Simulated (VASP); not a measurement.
Here is the system:

```xyz
6
Lattice="-1.9254 1.9254 4.8593 1.9254 -1.9254 4.8593 1.9254 1.9254 -4.8593" Properties=species:S:1:pos:R:3 pbc="T T T"
Ti     0.0000     1.9254     2.4296
Ti     0.0000     0.0000     0.0000
O      0.0000     1.9254     0.4077
O      0.0000     0.0000     7.6967
O      0.0000     0.0000     2.0219
O      0.0000     1.9254     4.4516
```

All values below come from PBEsol GGA, VASP's PBE PAW potentials (set 64) (plane waves; VASP). Run with 520 eV cut-off, 8×8×8 Γ-centred mesh, Gaussian smearing of 0.050 eV, potentials Ti_sv O.

### Question
The ions and cell shape at fixed volume are relaxed. Predict the relaxed structure.

### Answer

```xyz
6
Lattice="-1.9066 1.9066 4.9556 1.9066 -1.9066 4.9556 1.9066 1.9066 -4.9556" Properties=species:S:1:pos:R:3 pbc="T T T"
Ti     0.0000     1.9066     2.4778
Ti     0.0000     0.0000     0.0000
O      0.0000     1.9066     0.4612
O      0.0000     0.0000     7.8946
O      0.0000     0.0000     2.0166
O      0.0000     1.9066     4.4944
```
Space group I4_1/amd (141), at a tolerance of 0.03 Å.

### Question
How much energy does the relaxation gain?

### Answer
The energy (σ→0) changes by -4.7 meV/atom, in 7 ionic steps.

| step | E(σ→0) (eV) | max force (eV/Å) | pressure (GPa) | volume (Å³) |
|---|---|---|---|---|
| 1 | -56.0736 | 0.325 | -11.30 | 72.06 |
| 2 | -56.0870 | 0.110 | -10.54 | 72.06 |
| 3 | -56.0883 | 0.015 | -10.20 | 72.06 |
| 4 | -56.0960 | 0.006 | -9.96 | 72.06 |
| 5 | -56.1019 | 0.015 | -9.43 | 72.06 |
| 6 | -56.1019 | 0.013 | -9.48 | 72.06 |
| 7 | -56.1019 | 0.007 | -9.54 | 72.06 |

The compound is TiO2 in the anatase structure, one of several forms; rutile is the usual stable one. This cell is one point of a volume scan, at 1.06 of the reference volume. Symmetry was kept, so distortions that lower it aren't found.
